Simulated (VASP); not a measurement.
Calculation: AM05 GGA, VASP's PBE PAW potentials (set 64) (plane waves; VASP 6.6.1).

A VASP calculation is set up with these files.

**POSCAR**
```
CeO2
1
    0.0000000000     2.7004958896     2.7004958896
    2.7004958896     0.0000000000     2.7004958896
    2.7004958896     2.7004958896     0.0000000000
Ce O
1 2
Direct
  0.0000000000   0.0000000000   0.0000000000
  0.2500000000   0.2500000000   0.2500000000
  0.7500000000   0.7500000000   0.7500000000
```

### INCAR
```
ALGO = Normal
EDIFF = 1E-7
ENCUT = 520
GGA = AM
ISIF = 2
ISMEAR = -5
LASPH = .TRUE.
LCHARG = .TRUE.
LEFG = .TRUE.
LMAXMIX = 6
LORBIT = 11
LREAL = .FALSE.
LWAVE = .FALSE.
NEDOS = 601
NELM = 100
PREC = Accurate
SYSTEM = CeO2
```

**KPOINTS**
```
Automatic mesh
0
Gamma
8 8 8
0 0 0
```

POTCAR, in this order: Ce O (PBE.64 set). Program: vasp_std.

Problem. Predict the energy per atom (σ→0).

Solution. 
The energy per atom (σ→0) comes out as -8.945 eV/atom.

**OSZICAR**
```
...
DAV:  14    -0.268340171579E+02    0.32706E-03   -0.36819E-03   992   0.572E-01    0.360E-01
DAV:  15    -0.268336957278E+02    0.32143E-03   -0.38763E-03  1432   0.531E-01    0.468E-02
DAV:  16    -0.268337249200E+02   -0.29192E-04   -0.46937E-04  1456   0.202E-01    0.100E-01
DAV:  17    -0.268336945075E+02    0.30413E-04   -0.19732E-04  1288   0.138E-01    0.173E-02
DAV:  18    -0.268336958463E+02   -0.13388E-05   -0.13797E-05  1480   0.301E-02    0.529E-03
DAV:  19    -0.268336955852E+02    0.26103E-06   -0.15027E-06  1248   0.102E-02    0.394E-03
DAV:  20    -0.268336955438E+02    0.41407E-07   -0.54470E-07  1224   0.588E-03
   1 F= -.26833696E+02 E0= -.26833696E+02  d E =0.000000E+00
```

The compound is CeO2 in the fluorite structure. It was relaxed first. The run is not spin-polarised, so no magnetic state was tried.
